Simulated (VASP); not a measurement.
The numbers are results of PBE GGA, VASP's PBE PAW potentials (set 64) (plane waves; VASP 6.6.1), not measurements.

VASP input:

### POSCAR
```
Rh
1
    0.0000000000     1.9147567060     1.9147567060
    1.9147567060    -0.0000000000     1.9147567060
    1.9147567060     1.9147567060     0.0000000000
Rh
1
Direct
  0.0000000000   0.0000000000   0.0000000000
```

### INCAR
```
! general
SYSTEM  = Rh
PREC    = Accurate
ENCUT   = 520
LREAL   = .False.
LASPH   = .True.

! electronic loop
EDIFF   = 1E-7
NELM    = 100
ALGO    = Normal
LMAXMIX = 4

! smearing
ISMEAR  = -5

! functional
GGA     = PE

! ions
ISIF    = 2

! output
LWAVE   = .False.
LCHARG  = .True.
LORBIT  = 11
NEDOS   = 601
```

KPOINTS:
```
Automatic mesh
0
Gamma
18 18 18
0 0 0
```

POTCAR, in this order: Rh_pv (PBE.64 set). Program: vasp_std.

The run wrote:

### OUTCAR
```
 ion  position               nearest neighbor table
   1  0.000  0.000  0.000-
  LATTYP: Found a face centered cubic cell.
 ALAT       =     3.8295134120
 Subroutine PRICEL returns:
 Original cell was already a primitive cell.
 Subroutine GETGRP returns: Found 48 space group operations
The static configuration has the point symmetry O_h .
The dynamic configuration has the point symmetry O_h .
 Subroutine INISYM returns: Found 48 space group operations
 Subroutine IBZKPT returns following result:
 Found    195 irreducible k-points:

 Following reciprocal coordinates:
            Coordinates               Weight
  0.000000  0.000000  0.000000      1.000000
  0.055556  0.000000  0.000000      8.000000
  0.111111  0.000000  0.000000      8.000000
  0.166667  0.000000  0.000000      8.000000
  0.222222  0.000000  0.000000      8.000000
  0.277778  0.000000  0.000000      8.000000
  0.333333  0.000000  0.000000      8.000000
  0.388889  0.000000  0.000000      8.000000
  0.444444  0.000000  0.000000      8.000000
  0.500000  0.000000  0.000000      4.000000
  0.055556  0.055556  0.000000      6.000000
  0.111111  0.055556  0.000000     24.000000
  0.166667  0.055556  0.000000     24.000000
  0.222222  0.055556  0.000000     24.000000
  0.277778  0.055556  0.000000     24.000000
  0.333333  0.055556  0.000000     24.000000
  0.388889  0.055556  0.000000     24.000000
  0.444444  0.055556  0.000000     24.000000
  0.500000  0.055556  0.000000     24.000000
 -0.444444  0.055556  0.000000     24.000000
 -0.388889  0.055556  0.000000     24.000000
 -0.333333  0.055556  0.000000     24.000000
 -0.277778  0.055556  0.000000     24.000000
 -0.222222  0.055556  0.000000     24.000000
 -0.166667  0.055556  0.000000     24.000000
 -0.111111  0.055556  0.000000     24.000000
 -0.055556  0.055556  0.000000     12.000000
  0.111111  0.111111  0.000000      6.000000
  0.166667  0.111111  0.000000     24.000000
  0.222222  0.111111  0.000000     24.000000
  0.277778  0.111111  0.000000     24.000000
  0.333333  0.111111  0.000000     24.000000
  0.388889  0.111111  0.000000     24.000000
  0.444444  0.111111  0.000000     24.000000
  0.500000  0.111111  0.000000     24.000000
 -0.444444  0.111111  0.000000     24.000000
 -0.388889  0.111111  0.000000     24.000000
 -0.333333  0.111111  0.000000     24.000000
 -0.277778  0.111111  0.000000     24.000000
 -0.222222  0.111111  0.000000     24.000000
   k-points           NKPTS =    195   k-points in BZ     NKDIM =    195   number of bands    NBANDS=     11
   number of dos      NEDOS =    601   number of ions     NIONS =      1
   total plane-waves  NPLWV =   8000
   dimension x,y,z NGX =    20 NGY =   20 NGZ =   20
   dimension x,y,z NGXF=    40 NGYF=   40 NGZF=   40
   ions per type =               1
   PREC   = accura    normal or accurate (medium, high low for compatibility)
   ISTART =      0    job   : 0-new  1-cont  2-samecut
   ICHARG =      2    charge: 1-file 2-atom 10-const
   ISPIN  =      1    spin polarized calculation?
   LNONCOLLINEAR =      F non collinear calculations
   LSORBIT =      F    spin-orbit coupling
   INIWAV =      1    electr: 0-lowe 1-rand  2-diag
   ENCUT  =  520.0 eV  38.22 Ry    6.18 a.u.   5.03  5.03  5.03*2*pi/ulx,y,z
   NELM   =    100;   NELMIN=  2; NELMDL= -5     # of ELM steps
   EDIFF  = 0.1E-06   stopping-criterion for ELM
   LREAL  =      F    real-space projection
   NLSPLINE    = F    spline interpolate recip. space projectors
   LMAXMIX     =    4 max onsite mixed and CHGCAR
   VOSKOWN=      0    Vosko Wilk Nusair interpolation
...
```

### OSZICAR
```
       N       E                     dE             d eps       ncg     rms          rms(c)
DAV:   1     0.114759478176E+03    0.11476E+03   -0.94682E+03  4314   0.145E+03
DAV:   2    -0.626495217966E+01   -0.12102E+03   -0.11608E+03  4407   0.387E+02
DAV:   3    -0.775251663682E+01   -0.14876E+01   -0.14798E+01  4938   0.487E+01
DAV:   4    -0.776161650368E+01   -0.90999E-02   -0.90992E-02  4683   0.393E+00
DAV:   5    -0.776176279902E+01   -0.14630E-03   -0.14622E-03  4919   0.468E-01    0.962E+00
DAV:   6    -0.727606280127E+01    0.48570E+00   -0.11702E+00  4491   0.160E+01    0.329E+00
DAV:   7    -0.726067237479E+01    0.15390E-01   -0.20305E-02  4809   0.183E+00    0.161E+00
DAV:   8    -0.725727882524E+01    0.33935E-02   -0.34138E-03  4476   0.923E-01    0.174E-01
DAV:   9    -0.725716316899E+01    0.11566E-03   -0.95575E-05  4917   0.161E-01    0.216E-02
DAV:  10    -0.725716816765E+01   -0.49987E-05   -0.40034E-06  4704   0.286E-02    0.260E-03
DAV:  11    -0.725716781718E+01    0.35046E-06   -0.24731E-07  4641   0.718E-03    0.104E-03
DAV:  12    -0.725716756173E+01    0.25545E-06   -0.11706E-08  2415   0.186E-03    0.149E-04
DAV:  13    -0.725716755444E+01    0.72941E-08   -0.58427E-10  2319   0.305E-04
   1 F= -.72571676E+01 E0= -.72571676E+01  d E =0.000000E+00
```

### OUTCAR
```
------------------------ aborting loop because EDIFF is reached ----------------------------------------
  FORCE on cell =-STRESS in cart. coord.  units (eV):
  Direction    XX          YY          ZZ          XY          YZ          ZX
  --------------------------------------------------------------------------------------
  Total        0.0028582      0.0028582      0.0028582      0.0000000      0.0000000     -0.0000000
  in kB        0.3261622      0.3261622      0.3261622      0.0000000      0.0000000     -0.0000000
  external PRESSURE =       0.3261622 kB  Pullay stress =       0.0000000 kB
  volume of cell :       14.04
      direct lattice vectors                 reciprocal lattice vectors
     0.000000000  1.914756706  1.914756706    -0.261129781  0.261129781  0.261129781
     1.914756706  0.000000000  1.914756706     0.261129781 -0.261129781  0.261129781
     1.914756706  1.914756706  0.000000000     0.261129781  0.261129781 -0.261129781
 POSITION                                       TOTAL-FORCE (eV/Angst)
 -----------------------------------------------------------------------------------
      0.00000      0.00000      0.00000         0.000000      0.000000      0.000000
 -----------------------------------------------------------------------------------
    total drift:                               -0.000000     -0.000000     -0.000000
  FREE ENERGIE OF THE ION-ELECTRON SYSTEM (eV)
  ---------------------------------------------------
  free  energy   TOTEN  =        -7.2571675544 eV

  energy  without entropy=       -7.2571675544  energy(sigma->0) =       -7.25716755

 total charge

# of ion       s       p       d       tot
------------------------------------------
    1        0.405   6.288   7.055  13.748
```
(Selected blocks of OUTCAR.)

For a metal the tetrahedron method with Blöchl corrections gives inexact stress and forces.

The compound is Rh in the fcc structure. It was relaxed first.
